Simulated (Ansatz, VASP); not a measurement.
# One calculation of WAu, two programs

```
W Au
1.0
     0.00000    2.90872    2.90872
     2.90872    0.00000    2.90872
     2.90872    2.90872    0.00000
W Au
1 1
Direct
  0.00000 0.00000 0.00000
  0.25000 0.25000 0.25000
```

Change from the starting cell: species swapped into the CdSe type (F-43m, No. 216).

Alike in both runs: task relaxation of cell and atoms; functional PBE; k mesh 16 × 16 × 16; occupations gaussian, width 0.1 eV; no spin polarisation.

```csv
,VASP,Ansatz
version,VASP 6.6.1,Ansatz 0.2.0
potentials or method,"VASP PAW PBE potentials, release 64 (W_sv, Au)","scalar-relativistic, plane waves, PAW"
plane-wave cutoff (eV),600,420
valence electrons in the cell,25,33
```

|  | VASP | Ansatz | Ansatz less VASP |
| --- | --- | --- | --- |
| gap on the k mesh at the Fermi level, each at its own relaxed structure (eV) | none | none | - |
| relaxed volume (Å³/atom) | 24.64 | 24.62 | -0.015 |
| relaxed cell length with the largest relative difference (Å) | 4.115 | 4.114 | -0.0008 |

A gap of «none» marks a metal or a gap that the smearing closes. The two sets of potentials don't hold the same shells in valence.

The runs have no spin-orbit coupling, so splittings on Au, W are missing.
